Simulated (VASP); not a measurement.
Data:

```
CELL_PARAMETERS angstrom
      1.65500    -2.86654     0.00000
      1.65500     2.86654     0.00000
      0.00000     0.00000     5.27000
ATOMIC_POSITIONS crystal
  Sc 0.33333 0.66667 0.25000
  Sc 0.66667 0.33333 0.75000
```

Method: vdW-DF-cx, VASP's PBE PAW potentials (set 64) (plane waves; VASP). Numerical set-up: 520 eV cut-off, 11×11×6 Γ-centred mesh, first-order Methfessel-Paxton smearing of 0.10 eV, potentials Sc_sv.

Energy and stress use the plane-wave basis of the starting cell.

Q: The ions, cell shape and volume are relaxed. Give the cell that the relaxation ends in.

A: 
```
CELL_PARAMETERS angstrom
      1.63915    -2.83908     0.00000
      1.63915     2.83908     0.00000
      0.00000     0.00000     5.09057
ATOMIC_POSITIONS crystal
  Sc 0.33333 0.66667 0.25000
  Sc 0.66667 0.33333 0.75000
```
Space group P6_3/mmc (194), at a tolerance of 0.03 Å.

Q: How do energy and volume change from the first to the last step?

A: The energy (σ→0) changes by -14.7 meV/atom and the volume by -5.2 %, in 8 ionic steps.

```csv
step,E(σ→0) (eV),max force (eV/Å),pressure (GPa),volume (Å³)
1,-7.4563,0.000,-2.78,50.00
2,-7.4838,0.000,0.55,46.93
3,-7.4841,0.000,0.18,47.23
4,-7.4856,0.000,0.09,47.29
5,-7.4857,0.000,0.08,47.31
6,-7.4857,0.000,0.05,47.32
7,-7.4857,0.000,0.06,47.32
8,-7.4857,0.000,-0.01,47.38
```

The compound is Sc in the hcp structure. This run relaxes it. Symmetry was kept, so distortions that lower it aren't found.
